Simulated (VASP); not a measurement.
# PbF2 (fluorite): computed properties

Computed with r2SCAN meta-GGA, VASP's PBE PAW potentials (set 64) (plane waves; VASP).

```yaml
space_group: Fm-3m (225)
cell: a = 5.9183 Å, b = 5.9183 Å, c = 5.9183 Å, α = 90.00°, β = 90.00°, γ = 90.00°
volume_per_atom: 17.27 Å³/atom
band gap (over mesh and band path): 4.93 eV
smallest direct gap (over mesh and band path): 5.08 eV
band_edge_character_without_spin_orbit_coupling: indirect, W to X
band_gap_with_spin_orbit_coupling: 4.64 eV
density: 7.86 g/cm³
mean ε∞ (independent particles): 3.34
```

```
PbF2
1.0
    0.00000     2.95914     2.95914
    2.95914     0.00000     2.95914
    2.95914     2.95914     0.00000
Pb F
1 2
Direct
  0.00000   0.00000   0.00000
  0.25000   0.25000   0.25000
  0.75000   0.75000   0.75000
```

Measured: a 5.940 Å (computed value off by -0.4 %), as given by E. Cadelano et al., The European Physical Journal B (2011), arXiv:1107.5962. The calculation is for a static lattice, while the measured a holds thermal and zero-point effects, which are part of the difference. Unless said otherwise, spin-orbit coupling is left out, though it shifts the bands of the heavy elements here.

The compound is PbF2 in the fluorite structure, the β form. It was relaxed first. Symmetry was kept, so distortions that lower it aren't found.
